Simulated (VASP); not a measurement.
Given:

```xyz
2
Lattice="0.0000 2.7175 2.7175 2.7175 0.0000 2.7175 2.7175 2.7175 0.0000" Properties=species:S:1:pos:R:3 pbc="T T T"
Zn     0.0000     0.0000     0.0000
S      1.3587     1.3587     1.3587
```

These are vdW-DF-cx, VASP's PBE PAW potentials (set 64) (plane waves; VASP) values and carry that method's errors. Run with 520 eV cut-off, 9×9×9 Γ-centred mesh, Gaussian smearing of 0.050 eV, potentials Zn S.

Task: Give the stress tensor in GPa (positive for a compressed cell).

Result: 
```
-2.09   0.00   0.00
 0.00  -2.09   0.00
 0.00   0.00  -2.09
```
The pressure is its mean diagonal, -2.09 GPa.

The compound is ZnS in the zinc blende structure. This cell is one point of a volume scan, at 1.03 of the reference volume.
